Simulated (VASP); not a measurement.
# Ni3Fe (L1_2): computed properties

Computed with PBE GGA, VASP's PBE PAW potentials (set 64) (plane waves; VASP 6.6.1).

For Ni3Fe, the space group is Pm-3m (221), the cell is a = b = c = 3.5403 Å, α = β = γ = 90.00° and the volume per atom comes out as 11.09 Å^3/atom. The band gap (over mesh and band path) is none (metal, semimetal or under 0.01 eV) and the cell moment is 4.71 μB. The density is 8.68 g/cm³.

```xyz
4
Lattice="3.5403 0.0000 0.0000 0.0000 3.5403 0.0000 0.0000 0.0000 3.5403" Properties=species:S:1:pos:R:3 pbc="T T T"
Fe     0.0000     0.0000     0.0000
Ni     0.0000     1.7701     1.7701
Ni     1.7701     0.0000     1.7701
Ni     1.7701     1.7701     0.0000
```
Starting moments (μB, in the order of the record's atoms Fe Ni Ni Ni): 2.9 0.6 0.6 0.6.

The compound is Ni3Fe in the L1_2 structure. It was relaxed first. Symmetry was kept, so distortions that lower it aren't found.
